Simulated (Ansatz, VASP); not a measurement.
# Cross-check of N (Be(10-15) slab with N) between VASP and Ansatz, part 2 of 2

Aim: how closely do two programs agree when they are given the same cell, functional and k mesh? The cell is taken from a series of runs on this material, whose earlier steps may have relaxed, scaled, displaced or heated it; both programs get it as it stands.

VASP 6.6.1 and Ansatz 0.2.0.

So far: The starting structure; Ansatz: single point, RPBE with D4; VASP: single point, RPBE with D4.

### 3. VASP: single point, RPBE with D4 (continued)

Level of this step: RPBE with D4, spin-polarised from a ferromagnetic start; plane waves and PAW (N) (VASP).

Numbers of over 12 decimals in the logs are rounded to 6 here.

Parts of OUTCAR (step 3):

```text
ion  position               nearest neighbor table
   1  0.346  0.123  0.688-
   2  0.048  0.269  0.668-
   3  0.684  0.569  0.665-
   4  0.162  0.844  0.683-
   5  0.872  0.995  0.675-

  LATTYP: Found a simple monoclinic cell.
 ALAT       =     9.1440000000
 B/A-ratio  =     2.4465223097
 C/A-ratio  =     1.1580694925
 COS(beta)  =    -0.1079382548

 Subroutine GETGRP returns: Found  1 space group operations
 (whereof  1 operations were pure point group operations)

The static configuration has the point symmetry C_1 .

 Found      4 irreducible k-points:

   k-points           NKPTS =      4   k-points in BZ     NKDIM =      4   number of bands    NBANDS=     30

   dimension x,y,z NGX =    70 NGY =   80 NGZ =  168
   dimension x,y,z NGXF=   140 NGYF=  160 NGZF=  336

   ENCUT  =  520.0 eV  38.22 Ry    6.18 a.u.  17.00 19.69 41.60*2*pi/ulx,y,z

   NELECT =      25.0000    total number of electrons

 k-points in reciprocal lattice and weights: Automatic mesh
   0.00000000  0.00000000  0.00000000       0.250
   0.50000000  0.00000000  0.00000000       0.250
   0.00000000  0.50000000  0.00000000       0.250
   0.50000000  0.50000000  0.00000000       0.250

 average (electrostatic) potential at core
       1 -74.9818       2 -74.9758       3 -75.0367       4 -74.9769       5 -74.9732

 E-fermi :  -6.0519

 spin component 1
 k-point     1 :       0.0000    0.0000    0.0000
  band No.  band energies     occupation
    ...
     16      -7.9290      1.00000
     17      -7.7987      1.00000
     18      -7.7480      1.00000
     19      -7.7174      1.00000
     20      -7.6601      1.00000
     21      -0.9935      0.00000
     22      -0.0217      0.00000
     23       0.2677      0.00000
     24       0.3943      0.00000
     25       0.4156      0.00000
    ...

 k-point     2 :       0.5000    0.0000    0.0000
  band No.  band energies     occupation
    ...
     16      -7.9276      1.00000
     17      -7.8201      1.00000
     18      -7.7484      1.00000
     19      -7.7031      1.00000
     20      -7.6598      1.00000
     21      -0.5608      0.00000
     22      -0.4364      0.00000
     23       0.3766      0.00000
     24       0.4348      0.00000
     25       0.6423      0.00000
    ...

 k-point     3 :       0.0000    0.5000    0.0000
  band No.  band energies     occupation
    ...
     16      -7.9285      1.00000
     17      -7.7987      1.00000
     18      -7.7543      1.00000
     19      -7.7154      1.00000
     20      -7.6582      1.00000
     21      -0.6641      0.00000
     22      -0.5825      0.00000
     23       0.2624      0.00000
     24       0.3369      0.00000
     25       0.6099      0.00000
    ...

 k-point     4 :       0.5000    0.5000    0.0000
  band No.  band energies     occupation
    ...
     16      -7.9272      1.00000
     17      -7.8180      1.00000
     18      -7.7507      1.00000
     19      -7.7021      1.00000
     20      -7.6588      1.00000
     21      -0.2872      0.00000
     22      -0.2362      0.00000
     23      -0.0911      0.00000
     24       0.0447      0.00000
     25       0.5984      0.00000
    ...

 spin component 2
 k-point     1 :       0.0000    0.0000    0.0000
  band No.  band energies     occupation
      1     -15.2837      1.00000
      2     -15.1261      1.00000
      3     -15.1089      1.00000
      4     -15.0819      1.00000
      5     -14.9261      1.00000
      6      -4.4950      0.00000
      7      -4.4189      0.00000
      8      -4.2165      0.00000
      9      -4.1280      0.00000
     10      -4.1149      0.00000
    ...

 k-point     2 :       0.5000    0.0000    0.0000
  band No.  band energies     occupation
      1     -15.2821      1.00000
      2     -15.1266      1.00000
      3     -15.1101      1.00000
      4     -15.0833      1.00000
      5     -14.9247      1.00000
      6      -4.4812      0.00000
      7      -4.4072      0.00000
      8      -4.2139      0.00000
      9      -4.1265      0.00000
     10      -4.1166      0.00000
    ...

  DFT-D4 for vdW energy calculation

  Edisp (eV):   -0.08119

  Total       0.28428     0.41815    -0.09689     0.03097    -0.02570     0.03301
  in kB       0.21150     0.31110    -0.07208     0.02304    -0.01912     0.02456
  external pressure =        0.15 kB  Pullay stress =        0.00 kB

  energy-cutoff  :      520.00
  volume of cell :     2153.51
      direct lattice vectors                 reciprocal lattice vectors
     9.144000000  0.000000000  0.000000000     0.109361330  0.011873642  0.000000000
    -1.143000000 10.527520000  0.000000000     0.000000000  0.094989133  0.000000000
     0.000000000  0.000000000 22.371000000     0.000000000  0.000000000  0.044700729

 POSITION                                       TOTAL-FORCE (eV/Angst)
 -----------------------------------------------------------------------------------
      3.01976      1.29573     15.39706         0.092272      0.043871      0.011177
      0.13258      2.83159     14.94830        -0.015580      0.124442     -0.013614
      5.60094      5.99005     14.87560         0.004484      0.001413      0.000858
      0.51902      8.88849     15.27179         0.031244     -0.110673      0.000342
      6.83217     10.47572     15.10982        -0.112420     -0.059052      0.001237
 -----------------------------------------------------------------------------------
    total drift:                               -0.000429      0.000087      0.000299

  FREE ENERGIE OF THE ION-ELECTRON SYSTEM (eV)
  ---------------------------------------------------
  free  energy   TOTEN  =       -15.8349425757 eV

  energy  without entropy=      -15.8349416955  energy(sigma->0) =      -15.83494214

 total charge
# of ion       s       p       d       tot
------------------------------------------
    1        1.369   1.912   0.000   3.281
    2        1.369   1.912   0.000   3.281
    3        1.370   1.908   0.000   3.277
    4        1.369   1.912   0.000   3.281
    5        1.369   1.913   0.000   3.282
--------------------------------------------------
tot          6.846   9.557   0.000  16.403

 magnetization (x)
# of ion       s       p       d       tot
------------------------------------------
    1        0.040   1.912   0.000   1.952
    2        0.040   1.912   0.000   1.952
    3        0.038   1.908   0.000   1.946
    4        0.040   1.912   0.000   1.952
    5        0.040   1.913   0.000   1.953
--------------------------------------------------
tot          0.199   9.556   0.000   9.756

[... 2 further parts left out ...]
```

### 4. Side by side

Known differences besides the potentials themselves: VASP starts from the moments at which Ansatz ended; the cutoff is 420 eV in Ansatz and 520 eV in VASP; Ansatz makes its cores anew for this functional, VASP keeps those of its PBE data sets; site moments are counted in spheres of each program's own size. Total energies have different zeros and are not compared.

The two programs side by side:

| quantity | Ansatz | VASP | difference |
| --- | --- | --- | --- |
| total moment (μB) | 15.00 | 15.00 | 0.00 |
| moment on N5 (μB) | 2.80 | 1.95 | +0.85 |
| moment on N1 (μB) | 2.82 | 1.95 | +0.87 |
| moment on N4 (μB) | 2.82 | 1.95 | +0.87 |
| moment on N2 (μB) | 2.80 | 1.95 | +0.85 |
| moment on N3 (μB) | 2.97 | 1.95 | +1.02 |

Forces (eV/Å; atoms numbered as in POSCAR):

```
atom         Ansatz x, y, z           VASP x, y, z
  N1    0.092, 0.044, 0.011    0.092, 0.044, 0.011
  N2  -0.015, 0.124, -0.014  -0.016, 0.124, -0.014
  N3    0.004, 0.001, 0.001    0.004, 0.001, 0.001
  N4   0.031, -0.111, 0.000   0.031, -0.111, 0.000
  N5  -0.113, -0.059, 0.001  -0.112, -0.059, 0.001
```

The forces differ by 0.1 meV/Å r.m.s., which is 0.2 % of the r.m.s. force of 0.061 eV/Å (both taken over all components). With vacuum in the cell, a pressure given here is an average over mostly empty space and none of the material.

### 5. Results

| Item | Value |
| --- | --- |
| r.m.s. force difference (single point, RPBE with D4) | 0.15 meV/Å |

In words: The r.m.s. force difference is 0.15 meV/Å (single point, RPBE with D4), within the 12 meV/Å picked in this series as the mark of a large difference. How closely two codes agree says nothing of how well the functional describes the real material.

[Lines on the potential files, build, host, timing and source positions are cut from VASP's logs without a mark.]

[Logs are printed without paths, hosts, clocks, repeated set-up lines and the standing remarks that a program may print on its own settings, such as how far it seeks lower states.]

[Hosts, paths, dates, database ids (printed as entryN), source tags and the programs' standing remarks are cut or masked in the printed files.]
